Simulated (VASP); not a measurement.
Consider the following.

```
CELL_PARAMETERS angstrom
      1.73000    -2.99645     0.00000
      1.73000     2.99645     0.00000
      0.00000     0.00000     5.52000
ATOMIC_POSITIONS crystal
  Tl 0.33333 0.66667 0.25000
  Tl 0.66667 0.33333 0.75000
```

Calculation: PBE GGA, VASP's PBE PAW potentials (set 64) (plane waves; VASP 6.6.1). Numerical set-up: 400 eV cut-off, 11×11×6 Γ-centred mesh, first-order Methfessel-Paxton smearing of 0.10 eV, potentials Tl_d.

Q: Give the stress tensor in GPa (positive for a compressed cell).

A: 
```
2.90  0.00  0.00
0.00  2.90  0.00
0.00  0.00  3.35
```
The pressure is its mean diagonal, 3.05 GPa.

The compound is Tl in the hcp structure. The cell was not relaxed at this level.
